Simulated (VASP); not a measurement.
Here is the system:

```
CELL_PARAMETERS angstrom
      0.01916     3.85480     3.85038
      3.85480     0.01916     3.85038
      1.93698     1.93698     0.00000
ATOMIC_POSITIONS crystal
  Pd 0.00000 0.00000 0.00000
  Pd 0.00000 0.50000 0.00000
  Pd 0.50000 0.00000 0.00000
  Ir 0.50000 0.50000 0.00000
```

Computed with PBEsol GGA, VASP's PBE PAW potentials (set 64) (plane waves; VASP 6.6.1). Run with 400 eV cut-off, Gaussian smearing of 0.050 eV, potentials Pd Ir.

Q: Give the energies of bands 9 to 22 at the high-symmetry points, in eV from the Fermi level.

A: 
```json
[
 {"band": "9", "Γ": "-3.27", "Y": "-3.67", "C0": "-3.46", "Z": "-3.90", "A0": "-3.17", "T": "-3.29", "S": "-3.02", "R": "-3.02"},
 {"band": "10", "Γ": "-3.26", "Y": "-3.49", "C0": "-3.04", "Z": "-3.71", "A0": "-3.02", "T": "-3.27", "S": "-2.96", "R": "-2.83"},
 {"band": "11", "Γ": "-3.23", "Y": "-2.42", "C0": "-2.90", "Z": "-3.70", "A0": "-1.71", "T": "-0.31", "S": "-2.90", "R": "-2.79"},
 {"band": "12", "Γ": "-3.16", "Y": "-2.37", "C0": "-2.87", "Z": "-3.58", "A0": "-1.50", "T": "-0.24", "S": "-2.87", "R": "-2.76"},
 {"band": "13", "Γ": "-1.46", "Y": "-2.17", "C0": "-2.37", "Z": "-2.28", "A0": "-0.94", "T": "-0.14", "S": "-2.84", "R": "-2.03"},
 {"band": "14", "Γ": "-1.38", "Y": "-2.08", "C0": "-2.26", "Z": "-1.90", "A0": "-0.49", "T": "-0.09", "S": "-2.71", "R": "-2.02"},
 {"band": "15", "Γ": "-0.27", "Y": "-2.05", "C0": "-2.25", "Z": "-1.87", "A0": "-0.32", "T": "0.01", "S": "-2.08", "R": "-1.86"},
 {"band": "16", "Γ": "-0.24", "Y": "-2.03", "C0": "-2.05", "Z": "-1.69", "A0": "-0.30", "T": "0.15", "S": "-1.83", "R": "-1.36"},
 {"band": "17", "Γ": "-0.05", "Y": "-1.79", "C0": "-1.75", "Z": "-1.26", "A0": "-0.16", "T": "0.28", "S": "-1.46", "R": "-0.18"},
 {"band": "18", "Γ": "0.38", "Y": "-1.69", "C0": "-1.12", "Z": "-1.06", "A0": "0.26", "T": "0.41", "S": "-1.44", "R": "-0.10"},
 {"band": "19", "Γ": "0.45", "Y": "-1.44", "C0": "-0.81", "Z": "0.02", "A0": "0.31", "T": "0.51", "S": "-0.91", "R": "0.06"},
 {"band": "20", "Γ": "0.48", "Y": "-1.02", "C0": "-0.73", "Z": "0.80", "A0": "0.63", "T": "0.59", "S": "-0.66", "R": "1.00"},
 {"band": "21", "Γ": "0.56", "Y": "-0.84", "C0": "-0.31", "Z": "1.93", "A0": "2.26", "T": "0.86", "S": "-0.13", "R": "3.21"},
 {"band": "22", "Γ": "0.58", "Y": "-0.14", "C0": "-0.09", "Z": "3.04", "A0": "2.54", "T": "1.32", "S": "0.70", "R": "3.39"}
]
```

It has no gap at this level: it comes out as a metal or semimetal.

The structure was generated: IrPd3 was put into an ordered model structure (Cmmm), which need not be its known phase. It was relaxed first. The electron count is odd and the run is not spin-polarised, which forces a metal. VASP warned that the highest band is occupied, so more bands are needed.
